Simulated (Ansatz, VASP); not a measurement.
## NaY in VASP and in Ansatz

```
CELL_PARAMETERS angstrom
3.95820 0.00000 0.00000
0.00000 3.95820 0.00000
0.00000 0.00000 3.95820
ATOMIC_POSITIONS crystal
Na 0.50000 0.50000 0.50000
Y 0.00000 0.00000 0.00000
```

Alike in both runs: functional PBEsol; k mesh 10 × 10 × 10; occupations gaussian, width 0.1 eV; no spin polarisation.

Ansatz relaxed the structure, and its values are those at the end. VASP's run is a single point on that final structure, the one shown.

|  | VASP | Ansatz |
| --- | --- | --- |
| version | VASP 6.6.1 | Ansatz 0.2.0 |
| potentials or method | VASP PAW PBE potentials, release 64 (Na_pv, Y_sv) | scalar-relativistic, plane waves, PAW |
| plane-wave cutoff (eV) | 520 | 420 |
| valence electrons in the cell | 18 | 20 |

```csv
,VASP,Ansatz,Ansatz less VASP
gap on the k mesh at the Fermi level (eV),none,none,-
pressure (GPa),0.0,0.0,-0.02
```

A gap of «none» marks a metal or a gap that the smearing closes. The functional is the same, so the differences come from potentials, cutoffs and numerics. The two sets of potentials don't hold the same shells in valence.

Caveats: the PAW data sets were made with another functional, which shifts forces and pressure a little (VASP).
